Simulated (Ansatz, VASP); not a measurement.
# Cross-check of WSe2 between VASP and Ansatz, part 2 of 3

Wanted: the spread between two codes on one cell, functional and k mesh. The cell is taken from a series of runs on this material, whose earlier steps may have relaxed, scaled, displaced or heated it; both programs get it as it stands.

VASP 6.6.1 and Ansatz 0.2.0.

So far: Set-up; Ansatz: zone-centre phonons, PBE.

**3. VASP: zone-centre phonons, PBE**

Level of this step: PBE, no spin polarisation; plane waves and PAW (W, Se) (VASP).

The same cell, functional and mesh now go to VASP, with its own data sets.

Lines of VASP's logs that name or quote its potential files are left out, and so is its time.

The input, INCAR:

```
SYSTEM = WSe2
PREC = Accurate
ENCUT = 600
EDIFF = 1E-08
NELM = 120
ISMEAR = 0
SIGMA = 0.01
LREAL = .FALSE.
ALGO = Normal
GGA = PE
NBANDS = 24
LASPH = .TRUE.
LORBIT = 11
LWAVE = .FALSE.
LCHARG = .FALSE.
ISIF = 2
IBRION = 8
GGA_COMPAT = .FALSE.
EFERMI = MIDGAP
KPAR = 2
```

The input, POSCAR:

```
WSe2
1.0
    3.3203084716      0.0000000000      0.0000000000
   -1.6601542358      2.8754714848      0.0000000000
    0.0000000000      0.0000000000     15.0159091807
W Se
2 4
Direct
    0.3333333333      0.6666666667      0.2500000000
    0.6666666667      0.3333333333      0.7500000000
    0.3333333333      0.6666666667      0.6382318943
    0.6666666667      0.3333333333      0.1382318943
    0.3333333333      0.6666666667      0.8617681057
    0.6666666667      0.3333333333      0.3617681057
```

The input, KPOINTS:

```
Automatic mesh
0
Gamma
9 9 2
0 0 0
```

Potentials, in the order of the species: W and Se (PBE family, release 64).

Started as:

```sh
> mpirun -np 2 vasp_std
```

Output:

```text
[banner, memory and clock lines left out]
running    2 mpi-ranks, on    1 nodes
 distrk:  each k-point on    1 cores,    2 groups
 distr:  one band on    1 cores,    1 groups

 POSCAR found type information on POSCAR W Se
 POSCAR found :  2 types and       6 ions
 LDA part: xc-table for (Slater+PW92), standard interpolation
 POSCAR, INCAR and KPOINTS ok, starting setup
 FFT: planning ... GRIDC
 FFT: planning ... GRID_SOFT
 FFT: planning ... GRID
 WAVECAR not read
 entering main loop
       N       E                     dE             d eps       ncg     rms          rms(c)
DAV:   1     0.215231036812E+03    0.21523E+03   -0.16520E+04  1152   0.144E+03
DAV:   2    -0.261817495746E+02   -0.24141E+03   -0.23222E+03  1560   0.275E+02
DAV:   3    -0.450829162632E+02   -0.18901E+02   -0.18740E+02  1552   0.753E+01
DAV:   4    -0.455034120430E+02   -0.42050E+00   -0.41945E+00  1632   0.121E+01
DAV:   5    -0.455124197056E+02   -0.90077E-02   -0.90030E-02  1552   0.147E+00    0.297E+01
DAV:   6    -0.438324234843E+02    0.16800E+01   -0.91662E+00  1680   0.143E+01    0.113E+01
DAV:   7    -0.435479396852E+02    0.28448E+00   -0.43367E+00  1584   0.105E+01    0.771E+00
DAV:   8    -0.433622262231E+02    0.18571E+00   -0.59711E-01  1616   0.463E+00    0.586E-01
DAV:   9    -0.433620366781E+02    0.18954E-03   -0.53124E-02  1568   0.121E+00    0.387E-01
DAV:  10    -0.433620121230E+02    0.24555E-04   -0.58759E-03  1528   0.419E-01    0.215E-01
DAV:  11    -0.433623227745E+02   -0.31065E-03   -0.70615E-04  1472   0.149E-01    0.129E-01
DAV:  12    -0.433624702647E+02   -0.14749E-03   -0.31397E-04  1432   0.968E-02    0.262E-02
DAV:  13    -0.433624909060E+02   -0.20641E-04   -0.50455E-05  1568   0.384E-02    0.681E-03
DAV:  14    -0.433624929384E+02   -0.20324E-05   -0.61910E-06  1472   0.140E-02    0.576E-03
DAV:  15    -0.433624931367E+02   -0.19824E-06   -0.62001E-07  1472   0.494E-03    0.295E-03
DAV:  16    -0.433624930369E+02    0.99799E-07   -0.13606E-07  1440   0.227E-03    0.170E-03
DAV:  17    -0.433624929943E+02    0.42589E-07   -0.24205E-08  1176   0.801E-04    0.766E-04
DAV:  18    -0.433624929796E+02    0.14662E-07   -0.40507E-09   872   0.371E-04    0.167E-04
DAV:  19    -0.433624929812E+02   -0.15743E-08   -0.31751E-09   832   0.297E-04
   1 F= -.43362493E+02 E0= -.43362493E+02  d E =0.000000E+00
 Linear response reoptimize wavefunctions to high precision
DAV:   1    -0.433624929733E+02    0.79506E-08   -0.11056E-09   936   0.194E-04
DAV:   2    -0.433624929733E+02   -0.59117E-10   -0.22812E-10   824   0.690E-05
 Linear response DOF=           4
 Linear response progress:
  Degree of freedom:   1/  4
       N       E                     dE             d eps       ncg     rms          rms(c)
RMM:   1    -0.114761029360E+00   -0.11476E+00   -0.96053E-02  6324   0.135E+00
RMM:   2    -0.111207965848E+00    0.35531E-02   -0.35718E-03  6316   0.256E-01    0.148E-01
RMM:   3    -0.110718491138E+00    0.48947E-03   -0.39669E-04  6577   0.741E-02    0.886E-02
RMM:   4    -0.110551491192E+00    0.16700E-03   -0.29575E-04  6411   0.829E-02    0.120E-02
RMM:   5    -0.110597972543E+00   -0.46481E-04   -0.15528E-05  7083   0.113E-02    0.398E-03
RMM:   6    -0.110613072425E+00   -0.15100E-04   -0.21884E-06  6913   0.359E-03    0.613E-04
RMM:   7    -0.110609834427E+00    0.32380E-05    0.14999E-06  7142   0.910E-04    0.132E-04
RMM:   8    -0.110609165162E+00    0.66926E-06    0.89961E-07  7467   0.257E-04    0.554E-05
RMM:   9    -0.110609072056E+00    0.93105E-07   -0.56894E-08  7372   0.792E-05    0.288E-05
RMM:  10    -0.110609096024E+00   -0.23968E-07   -0.16791E-07  7148   0.562E-05    0.647E-06
RMM:  11    -0.110609146215E+00   -0.50191E-07   -0.16797E-07  7515   0.205E-05    0.295E-06
RMM:  12    -0.110609161615E+00   -0.15400E-07   -0.17655E-07  6830   0.154E-05    0.688E-07
RMM:  13    -0.110609162219E+00   -0.60413E-09   -0.20401E-07  6574   0.110E-05    0.298E-07
RMM:  14    -0.110609162974E+00   -0.75500E-09   -0.19216E-07  4773   0.994E-06    0.817E-08
 first order change of Fermi-energy  -0.24894E-03
 force on displaced ion       1 direction 1 : -17.815  -0.000   0.000
 Linear response progress:
  Degree of freedom:   2/  4
       N       E                     dE             d eps       ncg     rms          rms(c)
RMM:   1    -0.158324418471E+00   -0.15832E+00   -0.14306E-01  2276   0.150E+00
RMM:   2    -0.144715997813E+00    0.13608E-01   -0.65861E-03  1849   0.381E-01    0.150E-01
RMM:   3    -0.144192737391E+00    0.52326E-03   -0.47994E-04  1914   0.907E-02    0.883E-02
RMM:   4    -0.144128320636E+00    0.64417E-04   -0.35510E-04  1857   0.870E-02    0.247E-02
RMM:   5    -0.144238166025E+00   -0.10985E-03   -0.13586E-05  2035   0.172E-02    0.897E-03
RMM:   6    -0.144290527005E+00   -0.52361E-04   -0.48680E-06  1975   0.711E-03    0.177E-03
RMM:   7    -0.144287597775E+00    0.29292E-05    0.70279E-07  2092   0.219E-03    0.925E-04
RMM:   8    -0.144293915321E+00   -0.63175E-05   -0.77138E-07  2060   0.128E-03    0.637E-04
RMM:   9    -0.144292109578E+00    0.18057E-05    0.37348E-07  2063   0.619E-04    0.598E-05
RMM:  10    -0.144292234475E+00   -0.12490E-06    0.61477E-08  2156   0.134E-04    0.289E-05
RMM:  11    -0.144292256842E+00   -0.22368E-07    0.53231E-08  2126   0.710E-05    0.125E-05
RMM:  12    -0.144292246085E+00    0.10758E-07    0.18172E-07  2126   0.365E-05    0.788E-06
RMM:  13    -0.144292268372E+00   -0.22287E-07   -0.21803E-08  2249   0.191E-05    0.164E-06
RMM:  14    -0.144292273040E+00   -0.46677E-08    0.87610E-09  2055   0.140E-05    0.725E-07
 first order change of Fermi-energy   0.22547E-05
 force on displaced ion       1 direction 3 :  -0.000  -0.000 -27.792
 Linear response progress:
  Degree of freedom:   3/  4
       N       E                     dE             d eps       ncg     rms          rms(c)
RMM:   1    -0.719064198447E-01   -0.71906E-01    0.48829E-02  9009   0.121E+00
RMM:   2    -0.711002111391E-01    0.80621E-03   -0.24551E-03  6491   0.238E-01    0.920E-02
RMM:   3    -0.712570694614E-01   -0.15686E-03   -0.21112E-04  7240   0.440E-02    0.569E-02
RMM:   4    -0.714719600286E-01   -0.21489E-03   -0.47532E-05  6864   0.296E-02    0.640E-03
RMM:   5    -0.714434924359E-01    0.28468E-04   -0.85999E-07  7363   0.564E-03    0.438E-03
RMM:   6    -0.714175852961E-01    0.25907E-04   -0.33993E-07  6971   0.304E-03    0.527E-04
RMM:   7    -0.714173863315E-01    0.19896E-06    0.49232E-07  7734   0.715E-04    0.170E-04
RMM:   8    -0.714183532178E-01   -0.96689E-06    0.73569E-07  7324   0.253E-04    0.513E-05
RMM:   9    -0.714182058361E-01    0.14738E-06    0.74217E-07  7875   0.852E-05    0.181E-05
RMM:  10    -0.714181357230E-01    0.70113E-07    0.59900E-07  7633   0.320E-05    0.974E-06
RMM:  11    -0.714181169107E-01    0.18812E-07    0.60007E-07  7404   0.242E-05    0.198E-06
RMM:  12    -0.714181317445E-01   -0.14834E-07    0.56011E-07  7368   0.155E-05    0.106E-06
RMM:  13    -0.714181325597E-01   -0.81520E-09    0.58329E-07  6553   0.139E-05    0.305E-07
RMM:  14    -0.714181355450E-01   -0.29853E-08    0.56146E-07  5373   0.130E-05    0.965E-08
 first order change of Fermi-energy  -0.24557E-04
 force on displaced ion       3 direction 1 :  -8.567  -0.001  -0.000
 Linear response progress:
  Degree of freedom:   4/  4
       N       E                     dE             d eps       ncg     rms          rms(c)
RMM:   1    -0.125667057143E+00   -0.12567E+00    0.66147E-02  2648   0.128E+00
RMM:   2    -0.122166143505E+00    0.35009E-02   -0.40970E-03  1926   0.299E-01    0.246E-01
RMM:   3    -0.122074541961E+00    0.91602E-04   -0.58682E-04  1964   0.933E-02    0.194E-01
RMM:   4    -0.122117025158E+00   -0.42483E-04   -0.22959E-04  1992   0.521E-02    0.423E-02
RMM:   5    -0.122149486863E+00   -0.32462E-04   -0.32462E-05  1937   0.312E-02    0.860E-03
RMM:   6    -0.122155391682E+00   -0.59048E-05   -0.15428E-05  2069   0.973E-03    0.298E-03
RMM:   7    -0.122157321934E+00   -0.19303E-05   -0.89137E-07  2084   0.323E-03    0.118E-03
RMM:   8    -0.122159275796E+00   -0.19539E-05    0.37472E-06  2146   0.121E-03    0.500E-04
RMM:   9    -0.122162642213E+00   -0.33664E-05    0.15910E-06  2027   0.814E-04    0.236E-04
RMM:  10    -0.122164434841E+00   -0.17926E-05    0.12260E-06  2120   0.449E-04    0.173E-04
RMM:  11    -0.122165796227E+00   -0.13614E-05    0.35831E-07  2055   0.288E-04    0.928E-05
RMM:  12    -0.122166439854E+00   -0.64363E-06    0.26761E-07  2187   0.162E-04    0.313E-05
RMM:  13    -0.122166359150E+00    0.80704E-07   -0.28638E-08  2193   0.590E-05    0.114E-05
RMM:  14    -0.122166333324E+00    0.25826E-07    0.90456E-10  2255   0.266E-05    0.560E-06
RMM:  15    -0.122166322708E+00    0.10616E-07   -0.62071E-08  2218   0.178E-05    0.197E-06
RMM:  16    -0.122166321536E+00    0.11724E-08   -0.49231E-08  2250   0.111E-05    0.667E-07
 first order change of Fermi-energy  -0.17807E-01
 force on displaced ion       3 direction 3 :   0.000  -0.000 -15.592
 Linear response finished
```

[end of part 2 of 3]

[Lines on the potential files, build, host, timing and source positions are cut from VASP's logs without a mark.]

[Logs are printed without paths, hosts, clocks, repeated set-up lines and the standing remarks that a program may print on its own settings, such as how far it seeks lower states.]

[Hosts, paths, dates, database ids (printed as entryN), source tags and the programs' standing remarks are cut or masked in the printed files.]
